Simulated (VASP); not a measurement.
Energy against volume of Sb (a7). Method: optB88-vdW, VASP's PBE PAW potentials (set 64) (plane waves; VASP 6.6.1). Settings: 520 eV cut-off, 7×7×7 Γ-centred mesh, Gaussian smearing of 0.050 eV, potentials Sb.

Shape and ions are relaxed at each volume.

```tsv
V (Å³/atom)	E (eV/atom)
31.106	-2.15671
32.068	-2.15989
33.030	-2.15661
33.992	-2.14824
```

**Question.** Fit these four points and predict the energy of the run at 30.144 Å³/atom.

**Answer.** A cubic in V^(−2/3), the third-order Birch-Murnaghan form, passes through the four points with V0 = 32.02 Å³/atom and B0 = 36 GPa, and gives -2.1454 eV/atom there. The run gave -2.1454 eV/atom, -0.1 meV/atom from the fit; all five points give B0 = 36 GPa.

The compound is Sb in the a7 structure. It was relaxed first, which changed the volume by +6 %.
